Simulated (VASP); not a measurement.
Given:

```
BaHfO3
1.0
    4.15490     0.00000     0.00000
    0.00000     4.15490     0.00000
    0.00000     0.00000     4.15490
Ba Hf O
1 1 3
Direct
  0.00000   0.00000   0.00000
  0.50000   0.50000   0.50000
  0.50000   0.00000   0.50000
  0.00000   0.50000   0.50000
  0.50000   0.50000   0.00000
```

These are PBEsol GGA, VASP's PBE PAW potentials (set 64) (plane waves; VASP) values and carry that method's errors. Settings: 520 eV cut-off, 7×7×7 Γ-centred mesh, Gaussian smearing of 0.010 eV, potentials Ba_sv Hf_pv O.

Task: Predict the energy per atom (σ→0).

Result: 
The energy per atom (σ→0) comes out as -9.104 eV/atom.

Only differences to runs with the same potentials and settings are physical.

The compound is BaHfO3 in the cubic perovskite structure. It was relaxed first.
